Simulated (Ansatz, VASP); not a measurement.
## Cross-check of CdCu between VASP and Ansatz

Aim: how closely do two programs agree when they are given the same cell, functional and k mesh? The cell is invented: As first built, before any earlier steps moved the atoms (in the runner's words): it takes the CdAg structure with some of its atoms replaced by other elements, volume scaled by an estimate. It may not be a known or stable phase. The cell is taken from a series of VASP runs on this material, whose earlier steps may have relaxed, scaled or displaced it; both programs get it as it stands.

Main program and level: Ansatz 0.2.0; plane waves, with VASP 6.6.1 beside it; single point at PBE with D3(BJ) and band structure at PBE with D3(BJ), spin-orbit coupling.

### 1. The structure

Symmetry: R-3m, No. 166, trigonal system. Conventional cell: a = 2.873 Å, b = 2.873 Å, c = 13.210 Å, α = 90.00°, β = 90.00°, γ = 120.00°. Nearest to Cd lie 6 Cu at 2.76 Å and 6 Cd at 2.87 Å. Nearest to Cu lie 6 Cd at 2.76 Å and 6 Cu at 2.87 Å. As first built, before any earlier steps moved the atoms (in the runner's words): sites of the CdAg structure (space group 166) filled with other elements, volume scaled by an estimate. Farther neighbours are not listed.

Coordinates:

```cif
data_structure
_symmetry_space_group_name_H-M 'R-3m:H'
_symmetry_Int_Tables_number 166
_cell_length_a 2.8726
_cell_length_b 2.8726
_cell_length_c 13.2101
_cell_angle_alpha 90.000
_cell_angle_beta 90.000
_cell_angle_gamma 120.000
_cell_volume 94.41
loop_
_atom_site_label
_atom_site_type_symbol
_atom_site_symmetry_multiplicity
_atom_site_Wyckoff_symbol
_atom_site_fract_x
_atom_site_fract_y
_atom_site_fract_z
_atom_site_occupancy
Cd1 Cd 3 b 0.66667 0.33333 0.83333 1
Cu1 Cu 3 a 0.00000 0.00000 0.00000 1
```

### 2. Ansatz: single point, PBE with D3(BJ)

Ansatz runs on its default PAW (the set named soft_2) files.

A single point gives forces, pressure and levels at one fixed geometry, so differences don't come from the geometry; what else differs is listed under the comparison.

The input, input.yaml:

```yaml
crystal:
  lattice:
    - [1.4363146945, 0.8292570932, 4.4033760212]
    - [-1.4363146945, 0.8292570932, 4.4033760212]
    - [0.0, -1.6585141864, 4.4033760212]
  atoms:
    - { symbol: Cd, position: [0.5, 0.5, 0.5] }
    - { symbol: Cu, position: [0.0, 0.0, 0.0] }
hamiltonian:
  xc: pbe
  pseudopotentials: { kind: paw }
  dispersion: d3bj
kpoints:
  mp_grid: { grid: [9, 9, 9] }
scf:
  occupations: { method: gaussian, width: 0.05 }
  n_extra_bands: 4
output:
  forces: true
  stress: true
  eigenvalues: true
```

The run is started by

```sh
$ ansatz run input.yaml --threads 2 --pin off --max-ram 4608MiB --backend cpu --events-out ev --progress --plain --runs-dir out
```

Numbers of over 12 decimals in the logs are rounded to 6 here.

The log of the run:

```text
basis.fft_grid_basis auto: the FFT boxes are laid along the combinations [[1, 0, -1], [0, 1, -1], [0, 0, 1]] of the cell's own vectors, 2.873, 2.873 and 4.705 Å long. The dense box has 20×20×32 points. Along the cell's own vectors, as sized, it would have 32×32×32, 2.56 times as many. Of the 12 symmetry operations that the crystal satisfies within crystal.symmetry.tolerance (time reversal apart; of a slab, those that [...]
scf.n_extra_bands = 4 over 20 filled bands (N_el = 39.0): the run solves 24 bands
Engine: ansatz 0.2.0, aarch64-unknown-linux-gnu
Pseudopotentials: kind: paw
Pseudopotential: Cd, paw, valence charge 20, recommended cutoff 420 eV (normal), Cd.paw.azcp
Pseudopotential: Cu, paw, valence charge 19, recommended cutoff 420 eV (normal), Cu.paw.azcp
Functional definition: PBE
  parameter kappa = 0.804
  parameter beta = 0.066725
  exchange = pbe_x(kappa = kappa, mu = beta*pi^2/3)
  correlation = pbe_c(beta = beta)
Crystal: 2 atoms, lattice volume = 31.468 Å³
Basis set: ecut = 420 eV, 627 PW (Γ), FFT grids on a1−a3, a2−a3, a3, exchange–correlation on 40×40×64 points (8 copies of the dense FFT grid, shifted against one another)
Bands: 24, of which v1, the nominal top of the filled ones, is band 20 counted from 1 (19 counted from 0)
Symmetry: 12 space group operations
Space group: R-3m (ITA 166), of the structure as read, at distance tolerance 3.2e-5 Å
k-points: 85 of 729
Non-local potential: Cd, projectors of the file, l = 0: 3, l = 1: 2, l = 2: 2, l = 3: 1
Non-local potential: Cu, projectors of the file, l = 0: 3, l = 1: 2, l = 2: 3, l = 3: 1
PAW form: soft (Blöchl's): semilocal exchange-correlation on the pseudo side does not see the compensation charge
PAW one-centre angular grid: Cd, 590 points (default); XC on 64 Gauss nodes
PAW one-centre angular grid: Cu, 590 points (default); XC on 64 Gauss nodes
Initial density: superposition of atomic densities (neutral atoms: chi_scale 0, normalization atom), corrected by the library's trained network
Initial wavefunctions: pseudopotential atomic-orbital guess
Functional: x = pbe(κ = 0.804, μ = 0.219515), c = pbe(β = 0.066725)
SCF iter   1: F=—  HF=-14880.371958 eV  |F-HF|=—  |Δ(HF+E_count)|=         —  Δρ=2.71e-3  dr2=1.68e-3  ethr=1.77e-3  ⟨swp⟩=5.6  Hψ=7960  notcnv=0
preconditioner: auto → none  [insulator: Δε(μ)=0.060 eV  Ē_g=12.619 eV  σ=0.050 eV  W_gap=0.56  n_scr=14 (ndim 8)  ℏωp=31.7 eV  f_vac=0.000  D(μ)=0.28/eV (n_scr^D=0)  ε∞_Penn≈7.3]
SCF iter   2: F=—  HF=-14880.372004 eV  |F-HF|=—  |Δ(HF+E_count)|=   4.65e-5  Δρ=5.77e-4  dr2=6.95e-5  ethr=4.32e-6  ⟨swp⟩=2.1  Hψ=3869  notcnv=0
SCF iter   3: F=—  HF=-14880.372014 eV  |F-HF|=—  |Δ(HF+E_count)|=   9.86e-6  Δρ=3.48e-4  dr2=2.81e-5  ethr=1.78e-7  ⟨swp⟩=2.0  Hψ=3663  notcnv=0
SCF iter   4: F=—  HF=-14880.372015 eV  |F-HF|=—  |Δ(HF+E_count)|=   1.02e-6  Δρ=3.87e-5  dr2=2.55e-7  ethr=7.21e-8  ⟨swp⟩=2.0  Hψ=2402  notcnv=0
iter 5 did not close the SCF: its close was put off for the readings that it lacked (scf_convergence_deferred on its scf_iter line)
SCF iter   5: F=-14880.372015 eV  HF=-14880.372015 eV  |F-HF|=7.70e-9  |Δ(HF+E_count)|=   1.22e-7  Δρ=7.79e-6  dr2=6.85e-9  ethr=6.53e-10  ⟨swp⟩=2.1  Hψ=2718  notcnv=0
SCF iter   6: F=-14880.372015 eV  HF=-14880.372015 eV  |F-HF|=7.64e-11  |Δ(HF+E_count)|=   8.86e-9  Δρ=1.04e-6  dr2=1.72e-10  ethr=1.76e-11  ⟨swp⟩=2.8  Hψ=6195  notcnv=0
SCF 1 converged in 6 iterations: F = -14880.372015 eV  dr2 = 1.72e-10
  greatest PAW one-centre occupation: 1.000 electrons in one spin orbital (limit 2), on the Cd atom at site 0 (counted from 0), in its partial waves of l = 0
SCF converged after 6 iterations
Free energy (F): -14880.372015 eV
Harris-Foulkes:  -14880.372015 eV  (|F-HF|=7.64e-11)
Internal energy: -14880.371659 eV  (E = F + TS)
E sigma→0 (E₀):  -14880.371837 eV
Entropy (-TS):   -0.000357 eV (-0.178 meV/atom)
Fermi energy:    16.685945 eV
--- Per-component energies (eV) ---
  E_band       = -722.761349
  E_kinetic    = 805.620858
  E_local      = -6952.131718  (includes V_loc(G=0)·N_el)
  E_nonlocal   = 426.024135
  E_hartree    = 3166.102391
  E_xc         = -266.888190
  E_vxc        = -338.072956  (∫ρ·V_xc dr)
  E_paw        = -5748.304505  (= ΣΔE_a)
  E_vpaw       = -996.405920  (= ΣTr[D̂ρ^β])
  E_aug_tail   = 0.000247  (compensation charges beyond the density's cutoff)
  E_ewald      = -6309.761425
  E_disp       = -1.033451  (pairwise vdW)
  E_smearing   = -0.000357  (= −TS)
  E_closure    = -0.000000  (closes the sum)
  Σ components = -14880.372015   (vs F -14880.372015, Δ=0.00e0)
--- Forces (eV/Å), atoms counted from 1 ---
  atom   1  Cd     0.00000000     0.00000000    -0.00000000
  atom   2  Cu    -0.00000000     0.00000000    -0.00000000
  max |Σ_I F_I| component: 1.03e-28 eV/Å
--- Stress (GPa, compression-positive) ---
        0.195886       0.000000       0.000000
        0.000000       0.195886      -0.000000
        0.000000      -0.000000       0.093056
  P = ⅓ Tr σ = 0.1616 GPa (1.616 kbar)
--- Band table (eV; the first three rows and the last of 85) ---
  k-point 0: bands = [... 16 lower, 13.8239, 14.1853, 14.1853, 14.9951, 18.5416, 30.8274, 32.0414, 32.0414]
  k-point 1: bands = [... 16 lower, 13.8407, 13.9023, 14.1567, 15.7064, 18.7919, 28.9023, 30.9068, 31.1036]
  k-point 2: bands = [... 16 lower, 13.7105, 14.0810, 14.1084, 16.8345, 19.7381, 24.6851, 28.3301, 29.6047]
  k-point 84: bands = [... 16 lower, 13.7220, 13.8506, 14.0969, 14.1217, 26.8336, 27.8027, 28.6720, 30.7047]
```

Run time: 3.3 s. Hardware: 2 threads of Arm Neoverse N1, shared host; peak memory 0.34 GiB; 6 s of CPU time.

The run ends at a pressure of 0.16 GPa.

### 3. VASP: single point, PBE with D3(BJ)

The same cell, functional, mesh and smearing now go to VASP, with its own data sets and cutoff.

Lines of VASP's logs that name or quote its potential files are left out, and so is its time.

The input, INCAR:

```
SYSTEM = CdCu
PREC = Accurate
ENCUT = 400
EDIFF = 1E-06
NELM = 100
ISMEAR = 0
SIGMA = 0.05
LREAL = .FALSE.
ALGO = Normal
GGA = PE
IVDW = 12
LORBIT = 11
LWAVE = .FALSE.
LCHARG = .TRUE.
ISIF = 2
LELF = .TRUE.
LVHAR = .TRUE.
```

The input, POSCAR:

```
CdCu
1.0
    1.4363146945      0.8292570932      4.4033760212
   -1.4363146945      0.8292570932      4.4033760212
    0.0000000000     -1.6585141864      4.4033760212
Cd Cu
1 1
Direct
    0.5000000000      0.5000000000      0.5000000000
    0.0000000000      0.0000000000      0.0000000000
```

The input, KPOINTS:

```
Automatic mesh
0
Gamma
9 9 9
0 0 0
```

The projector-augmented-wave data sets are Cd and Cu (PBE family, release 64).

The run is started by

```sh
$ mpirun -np 1 vasp_std
```

The log of the run:

```text
[banner, memory and clock lines left out]
running    1 mpi-ranks, on    1 nodes
 distrk:  each k-point on    1 cores,    1 groups
 distr:  one band on    1 cores,    1 groups

 POSCAR found type information on POSCAR CdCu
 POSCAR found :  2 types and       2 ions
 LDA part: xc-table for (Slater+PW92), standard interpolation
 POSCAR, INCAR and KPOINTS ok, starting setup
 FFT: planning ... GRIDC
 FFT: planning ... GRID_SOFT
 FFT: planning ... GRID
 WAVECAR not read
 entering main loop
       N       E                     dE             d eps       ncg     rms          rms(c)
DAV:   1     0.135269482519E+03    0.13527E+03   -0.10371E+04  2662   0.175E+03
DAV:   2    -0.110859752239E+01   -0.13638E+03   -0.13206E+03  2585   0.344E+02
DAV:   3    -0.489621066001E+01   -0.37876E+01   -0.37774E+01  3173   0.744E+01
DAV:   4    -0.492273842968E+01   -0.26528E-01   -0.26524E-01  2963   0.543E+00
DAV:   5    -0.492318786255E+01   -0.44943E-03   -0.44943E-03  3707   0.732E-01    0.949E+00
DAV:   6    -0.481174702319E+01    0.11144E+00   -0.12406E+01  2564   0.764E+01    0.534E+00
DAV:   7    -0.418544391550E+01    0.62630E+00   -0.30937E+00  2907   0.483E+01    0.378E+00
DAV:   8    -0.418593219518E+01   -0.48828E-03   -0.11680E-01  3782   0.417E+00    0.180E+00
DAV:   9    -0.417636047957E+01    0.95717E-02   -0.10276E-01  3013   0.724E+00    0.307E-01
DAV:  10    -0.417490300192E+01    0.14575E-02   -0.15321E-02  3033   0.289E+00    0.961E-02
DAV:  11    -0.417475240118E+01    0.15060E-03   -0.13126E-03  3289   0.819E-01    0.443E-02
DAV:  12    -0.417474938659E+01    0.30146E-05   -0.24260E-05  3749   0.730E-02    0.246E-02
DAV:  13    -0.417474590985E+01    0.34767E-05   -0.14000E-05  3181   0.800E-02    0.451E-03
DAV:  14    -0.417474576652E+01    0.14333E-06   -0.75803E-07  1576   0.194E-02
   1 F= -.52079346E+01 E0= -.52077813E+01  d E =-.306729E-03
```

From OUTCAR (step 3):

```text
ion  position               nearest neighbor table
   1  0.500  0.500  0.500-   2 2.76   2 2.76   2 2.76   2 2.76   2 2.76   2 2.76
   2  0.000  0.000  0.000-   1 2.76   1 2.76   1 2.76   1 2.76   1 2.76   1 2.76

  LATTYP: Found a trigonal (rhomboedric) cell.
 ALAT       =     4.7053573310
 COS(alpha) =     0.8136436092

 Subroutine GETGRP returns: Found 12 space group operations
 (whereof 12 operations were pure point group operations)

The static configuration has the point symmetry D_3d.

 Found     85 irreducible k-points:

   k-points           NKPTS =     85   k-points in BZ     NKDIM =     85   number of bands    NBANDS=     15

   dimension x,y,z NGX =    32 NGY =   32 NGZ =   32
   dimension x,y,z NGXF=    64 NGYF=   64 NGZF=   64

   ENCUT  =  400.0 eV  29.40 Ry    5.42 a.u.   7.67  7.67  7.67*2*pi/ulx,y,z

   NELECT =      23.0000    total number of electrons

 k-points in reciprocal lattice and weights: Automatic mesh
   0.00000000  0.00000000  0.00000000       0.001
   0.11111111  0.00000000 -0.00000000       0.008
   0.22222222 -0.00000000 -0.00000000       0.008
   0.33333333  0.00000000  0.00000000       0.008
   0.44444444 -0.00000000 -0.00000000       0.008
   0.11111111  0.11111111 -0.00000000       0.008
   0.22222222  0.11111111 -0.00000000       0.016
   0.33333333  0.11111111  0.00000000       0.016
   0.44444444  0.11111111 -0.00000000       0.016
[...]
0.44444444  0.44444444  0.44444444       0.003
  -0.44444444  0.44444444  0.44444444       0.008

 average (electrostatic) potential at core
       1 -37.3658       2 -66.2512

 E-fermi :   5.2067

 k-point     1 :       0.0000    0.0000    0.0000
  band No.  band energies     occupation
    ...
      8       2.3247      2.00000
      9       2.3247      2.00000
     10       2.6823      2.00000
     11       2.6823      2.00000
     12       3.5329      2.00000
     13       7.0587      0.00000
     14      20.2230      0.00000
     15      20.8540      0.00000

 k-point     2 :       0.1111    0.0000   -0.0000
  band No.  band energies     occupation
    ...
      8       2.2396      2.00000
      9       2.3469      2.00000
     10       2.4021      2.00000
     11       2.6542      2.00000
     12       4.2333      2.00000
     13       7.3146      0.00000
     14      17.6189      0.00000
     15      19.8151      0.00000

 k-point     3 :       0.2222   -0.0000   -0.0000
  band No.  band energies     occupation
    ...
      7       1.6788      2.00000
      8       1.9804      2.00000
      9       2.2154      2.00000
     10       2.5790      2.00000
     11       2.6074      2.00000
     12       5.3589      0.00002
     13       8.2723      0.00000
     14      13.2689      0.00000
     15      16.9901      0.00000

 Edisp (eV)   -1.03319

  Total      -0.01088    -0.01088    -0.01016     0.00000     0.00000     0.00000
  in kB      -0.55389    -0.55389    -0.51714     0.00000     0.00000     0.00000
  external pressure =       -0.54 kB  Pullay stress =        0.00 kB

  energy-cutoff  :      400.00
  volume of cell :       31.47
      direct lattice vectors                 reciprocal lattice vectors
     1.436314695  0.829257093  4.403376021     0.348113127  0.200983106  0.075699493
    -1.436314695  0.829257093  4.403376021    -0.348113127  0.200983106  0.075699493
     0.000000000 -1.658514186  4.403376021     0.000000000 -0.401966213  0.075699493

 POSITION                                       TOTAL-FORCE (eV/Angst)
 -----------------------------------------------------------------------------------
      0.00000      0.00000      6.60506        -0.000000     -0.000000      0.000000
      0.00000      0.00000      0.00000         0.000000      0.000000      0.000000
 -----------------------------------------------------------------------------------
    total drift:                               -0.000000     -0.000000     -0.000000

  FREE ENERGIE OF THE ION-ELECTRON SYSTEM (eV)
  ---------------------------------------------------
  free  energy   TOTEN  =        -5.2079346312 eV

  energy  without entropy=       -5.2076279019  energy(sigma->0) =       -5.20778127

 total charge
# of ion       s       p       d       tot
------------------------------------------
    1        0.529   0.426   9.477  10.432
    2        0.390   0.292   9.203   9.884
--------------------------------------------------
tot          0.918   0.718  18.680  20.316

[... 3 further parts left out ...]
```

Dispersion corrections of this kind ignore metallic screening and tend to overbind metals.

### 4. Side by side

Known differences besides the potentials themselves: the data sets hold 39 valence electrons in Ansatz (default PAW (the set named soft_2) files) and 23 in VASP; the cutoff is 420 eV in Ansatz and 400 eV in VASP; VASP leaves aspherical gradient terms in its spheres out (LASPH is not set), Ansatz keeps them. Total energies have different zeros and are not compared.

Compared:

```
                                        quantity  Ansatz   VASP  difference
                                  pressure (GPa)    0.16  -0.05       +0.22
pressure without Ansatz's Pulay correction (GPa)    0.08  -0.05       +0.13
```

Ansatz's pressure holds a Pulay correction of 0.09 GPa; VASP's holds none.

(Continued in part 2 of 2.)

[Lines on the potential files, build, host, timing and source positions are cut from VASP's logs without a mark.]

[Logs are printed without paths, hosts, clocks, repeated set-up lines and the standing remarks that a program may print on its own settings, such as how far it seeks lower states.]

[Hosts, paths, dates, database ids (printed as entryN), source tags and the programs' standing remarks are cut or masked in the printed files.]
